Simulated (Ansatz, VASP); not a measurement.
# Mo (Mo wire along [110], 11 atoms a period) in two plane-wave programs, part 2 of 2

One calculation is typed for both programs; each brings its own data sets. How far apart do they land? Of the first pair: The structure shown is the start of the Ansatz relaxation below; VASP solves that cell, so the two are compared at the walk's first step.

VASP 6.6.1 and Ansatz 0.2.0.

So far. Step 4 (Comparison): The forces differ by 13 meV/Å r.m.s., which is 1.0 % of the r.m.s. force of 1.272 eV/Å (both taken over all components).

## Step 5: Ansatz: relaxation, PBE

Level of this step: Ansatz beside VASP: Kohn-Sham DFT, plane waves, PBE (Ansatz).

This run makes the geometry at which the two programs are then compared. The cell compared in this pair holds 625.25 Å³, against 660.73 Å³ for the pair before.

The structure compared here is the end of the Ansatz relaxation.

Contents of input.yaml:

```yaml
crystal:
  lattice:
    - [13.12, 0.0, 0.0]
    - [0.0, 11.269, 0.0]
    - [0.0, 0.0, 4.4689148571]
  atoms:
    - { symbol: Mo, position: [0.259146341, 0.499996222, 0.0] }
    - { symbol: Mo, position: [0.379573171, 0.698279781, 0.0] }
    - { symbol: Mo, position: [0.5, 0.499996222, 0.0] }
    - { symbol: Mo, position: [0.620426829, 0.698279781, 0.0] }
    - { symbol: Mo, position: [0.740853659, 0.499996222, 0.0] }
    - { symbol: Mo, position: [0.379573171, 0.499996222, 0.5] }
    - { symbol: Mo, position: [0.5, 0.301712663, 0.5] }
    - { symbol: Mo, position: [0.5, 0.698279781, 0.5] }
    - { symbol: Mo, position: [0.620426829, 0.499996222, 0.5] }
    - { symbol: Mo, position: [0.379573171, 0.301712663, 0.0] }
    - { symbol: Mo, position: [0.620426829, 0.301712663, 0.0] }
kpoints:
  mp_grid: { grid: [1, 1, 18] }
scf:
  occupations: { method: fermi_dirac, width: 0.05 }
hamiltonian:
  xc: pbe
  pseudopotentials: { kind: paw, azcp: { folder: soft_1 } }
relax:
  cell: { fix: [a, b, alpha, beta, gamma] }
  max_steps: 45
  f_tol: 0.03
```

The run is started by

```bash
$ ansatz run input.yaml --threads 4 --pin off --max-ram 16384MiB --backend cpu --events-out ev --progress --plain --runs-dir out
```

Numbers of over 12 decimals in the logs are rounded to 6 here.

What it wrote:

```text
[...]
Crystal: 11 atoms, lattice volume = 660.726 Å³
Basis set: ecut = 420 eV, 12933 PW (Γ), exchange–correlation on 180×160×60 points (8 copies of the dense FFT grid, shifted against one another)
Bands: 93, of which v1, the nominal top of the filled ones, is band 77 counted from 1 (76 counted from 0)
Symmetry: 8 space group operations
[...]
k-points: 10 of 18
[...]
- { symbol: Mo, position: [0.611604, 0.693290, 0.0] }
    - { symbol: Mo, position: [0.723055, 0.499996, 0.0] }
    - { symbol: Mo, position: [0.370177, 0.499996, 0.500000] }
    - { symbol: Mo, position: [0.500000, 0.319804, 0.500000] }
    - { symbol: Mo, position: [0.500000, 0.680188, 0.500000] }
    - { symbol: Mo, position: [0.629823, 0.499996, 0.500000] }
    - { symbol: Mo, position: [0.388396, 0.306702, 0.0] }
    - { symbol: Mo, position: [0.611604, 0.306702, 0.0] }
[key lines of the parts left out:]
SCF converged after 9 iterations
Free energy (F): -54497.948457 eV
Fermi energy:    3.405550 eV
P = ⅓ Tr σ = -0.0364 GPa (-0.364 kbar)
```

## Step 6: VASP: single point, PBE, relaxed cell, pair 2

The same cell, functional, mesh and smearing now go to VASP, with its own data sets.

Contents of INCAR:

```
SYSTEM = Mo
PREC = Accurate
ENCUT = 500
EDIFF = 1E-06
NELM = 120
ISMEAR = -1
SIGMA = 0.05
LREAL = .FALSE.
ALGO = Normal
GGA = PE
NBANDS = 95
LASPH = .TRUE.
LORBIT = 11
LWAVE = .FALSE.
LCHARG = .FALSE.
ISIF = 2
GGA_COMPAT = .FALSE.
KPAR = 2
```

Contents of POSCAR:

```
Mo
1.0
   13.1200000000      0.0000000000      0.0000000000
    0.0000000000     11.2690000000      0.0000000000
    0.0000000000      0.0000000000      4.2289424430
Mo
11
Direct
    0.2769454939      0.4999962220      0.0000000000
    0.3883957053      0.6932900348      0.0000000000
    0.5000000000      0.4999962220      0.0000000000
    0.6116042947      0.6932900348      0.0000000000
    0.7230545061      0.4999962220      0.0000000000
    0.3701765177      0.4999962220      0.5000000000
    0.5000000000      0.3198040660      0.5000000000
    0.5000000000      0.6801883780      0.5000000000
    0.6298234823      0.4999962220      0.5000000000
    0.3883957053      0.3067024092      0.0000000000
    0.6116042947      0.3067024092      0.0000000000
```

Contents of KPOINTS:

```
Automatic mesh
0
Gamma
1 1 18
0 0 0
```

The projector-augmented-wave data sets are Mo_sv (PBE family, release 64).

The run is started by

```bash
$ mpirun -np 2 vasp_std
```

What it wrote:

```text
[... set-up lines as in an earlier step ...]
 entering main loop
       N       E                     dE             d eps       ncg     rms          rms(c)
DAV:   1     0.141684106817E+04    0.14168E+04   -0.94973E+04  2724   0.138E+03
DAV:   2    -0.491958706312E+02   -0.14660E+04   -0.14205E+04  2204   0.402E+02
DAV:   3    -0.111688438639E+03   -0.62493E+02   -0.59667E+02  2408   0.656E+01
DAV:   4    -0.114948735926E+03   -0.32603E+01   -0.31778E+01  2592   0.107E+01
[...]
DAV:  23    -0.101705656839E+03   -0.20636E-05   -0.22209E-06  1656   0.608E-03    0.138E-03
DAV:  24    -0.101705655827E+03    0.10122E-05   -0.57584E-07  1402   0.225E-03    0.647E-04
DAV:  25    -0.101705656758E+03   -0.93076E-06   -0.15183E-07  1316   0.127E-03
   1 F= -.10170566E+03 E0= -.10165427E+03  d E =-.102783E+00
```

OUTCAR, selected parts (step 6):

```text
  Total        0.3919476      0.0732870      0.6417416      0.0000000      0.0000000      0.0000000
  in kB        1.0043559      0.1877960      1.6444467      0.0000000      0.0000000      0.0000000
  external PRESSURE =       0.9455328 kB  Pullay stress =       0.0000000 kB

 POSITION                                       TOTAL-FORCE (eV/Angst)
 -----------------------------------------------------------------------------------
      3.63352      5.63446      0.00000        -0.064974      0.000000      0.000000
      5.09575      7.81269      0.00000        -0.027975      0.047216      0.000000
      6.56000      5.63446      0.00000        -0.000000      0.000000      0.000000
      8.02425      7.81269      0.00000         0.027975      0.047216      0.000000
      9.48648      5.63446      0.00000         0.064974      0.000000      0.000000
      4.85672      5.63446      2.11447         0.003471      0.000000      0.000000
      6.56000      3.60387      2.11447        -0.000000     -0.036681      0.000000
      6.56000      7.66504      2.11447        -0.000000      0.036681      0.000000
      8.26328      5.63446      2.11447        -0.003471      0.000000      0.000000
      5.09575      3.45623      0.00000        -0.027975     -0.047216     -0.000000
      8.02425      3.45623      0.00000         0.027975     -0.047216     -0.000000
 -----------------------------------------------------------------------------------
    total drift:                                0.000000     -0.000000     -0.000000

  FREE ENERGIE OF THE ION-ELECTRON SYSTEM (eV)
  ---------------------------------------------------
  free  energy   TOTEN  =      -101.7056567577 eV

  energy  without entropy=     -101.6028733848  energy(sigma->0) =     -101.65426507

[... 1 part as in an earlier step ...]

[... 2 further parts left out ...]
[key lines of the parts left out:]
E-fermi :   1.0697
```

## Step 7: Comparison

What differs besides the data sets and the points named for the pairs above, as far as they apply: the cutoff is 420 eV in Ansatz and 500 eV in VASP; Ansatz's pressure holds a Pulay correction, VASP's none. Total energies have different zeros and are not compared.

Both answers:

```tsv
quantity	Ansatz	VASP	difference
pressure (GPa)	-0.04	0.09	-0.13
```

Forces on 7 of the 11 atoms, those with the largest forces and the largest differences (eV/Å; atoms numbered as in POSCAR):

```tsv
atom	Ansatz x, y, z	VASP x, y, z
Mo1	0.001, 0.000, 0.000	-0.065, 0.000, 0.000
Mo2	-0.002, 0.016, 0.000	-0.028, 0.047, 0.000
Mo4	0.002, 0.016, 0.000	0.028, 0.047, 0.000
Mo5	-0.001, 0.000, 0.000	0.065, 0.000, 0.000
Mo8	0.000, 0.008, 0.000	0.000, 0.037, 0.000
Mo10	-0.002, -0.016, 0.000	-0.028, -0.047, 0.000
Mo11	0.002, -0.016, 0.000	0.028, -0.047, 0.000
```

The forces differ by 23 meV/Å r.m.s., where the r.m.s. force is 0.006 eV/Å in Ansatz and 0.027 eV/Å in VASP: the atoms lie near their places of rest in Ansatz, so a percentage would say little (all taken over all components).

## Step 8: What came out

| Quantity | Value |
| --- | --- |
| r.m.s. force difference (single point, PBE, start cell, pair 1) | 0.99 % of the r.m.s. force |
| r.m.s. force difference (single point, PBE, relaxed cell, pair 2) | 23 meV/Å |

What this shows: The r.m.s. force difference is 23 meV/Å (single point, PBE, relaxed cell, pair 2), beyond the 12 meV/Å picked in this series as the mark of a large difference. What causes the difference of the single point, PBE, relaxed cell, pair 2 pair stays open here. How closely two codes agree says nothing of how well the functional describes the real material.

[Lines on the potential files, build, host, timing and source positions are cut from VASP's logs without a mark.]

[Logs are printed without paths, hosts, clocks, repeated set-up lines and the standing remarks that a program may print on its own settings, such as how far it seeks lower states.]

[Hosts, paths, dates, database ids (printed as entryN), source tags and the programs' standing remarks are cut or masked in the printed files.]
